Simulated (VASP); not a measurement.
VASP input:

INCAR:
```
SYSTEM  =  TiCo
EDIFF  =  1E-6   ! SCF stop (eV)
LASPH  =  .TRUE.
LORBIT  =  10
LDAUPRINT  =  1
GGA  =  PE   ! PBE
ISMEAR  =  1   ! Methfessel-Paxton
SIGMA  =  0.1   ! width (eV)
ENCUT  =  400   ! plane-wave cut-off (eV)
LWAVE  =  .FALSE.
LDAU  =  .TRUE.
NELM  =  100   ! most electronic steps
PREC  =  Accurate
LDAUU  =  5.0 5.0
LREAL  =  .FALSE.
LCHARG  =  .FALSE.
LDAUTYPE  =  2   ! Dudarev
LMAXMIX  =  4   ! l cut-off of mixed one-centre charges
LDAUJ  =  0 0
LDAUL  =  2 2
ALGO  =  Normal   ! blocked Davidson
ISIF  =  2
```

KPOINTS:
```
K-points
0
gamma
  11 11 11
0 0 0
```

File POSCAR:
```
TiCo
1
    3.0259830000     0.0000000000     0.0000000000
    0.0000000000     3.0685810000     0.0000000000
    0.0000000000     0.0000000000     3.0745450000
Ti Co
1 1
Direct
  0.0000000000   0.0000000000   0.0000000000
  0.5240180000   0.5000000000   0.5000000000
```

POTCAR, in this order: Ti_sv Co (PBE.64 set). Program: vasp_std.

Problem. Translate this PBE+U calculation to Ansatz.

Solution. One equivalent input (not run):
Ansatz 0.2 input:
```yaml
crystal:
  lattice:
    - [3.0259830, 0.0000000, 0.0000000]
    - [0.0000000, 3.0685810, 0.0000000]
    - [0.0000000, 0.0000000, 3.0745450]
  atoms:
    - { symbol: Ti, position: [0.0000000, 0.0000000, 0.0000000] }
    - { symbol: Co, position: [0.5240180, 0.5000000, 0.5000000] }
kpoints:
  mp_grid: { grid: [11, 11, 11] }
hamiltonian:
  xc: pbe
  pseudopotentials: { kind: paw }
  hubbard:
    sites:
      - { species: Ti, l: d, u_eff: 5 }
      - { species: Co, l: d, u_eff: 5 }
scf:
  occupations: { method: methfessel_paxton, width: 0.1 }
  max_iter: 100
output: { forces: true, stress: true, eigenvalues: true }
```
Limits of the translation: each code has its own PAW files, so the cut-off isn't converted (ENCUT is set for VASP's; basis.ecutwfc is left out, and Ansatz then takes the one that its files recommend); Ansatz stops its SCF on the density residual and VASP on the energy change (EDIFF); the +U projectors differ, so the same U acts differently.

The compound is TiCo in the CsCl type structure. The cell was not relaxed at this level, atoms are displaced from their ideal sites. The run is one of a series of settings (LDAU = .TRUE., LDAUJ = 0 0, LDAUL = 2 2, LDAUTYPE = 2, LDAUU = 5.0 5.0 against the base run), some of them coarse on purpose.
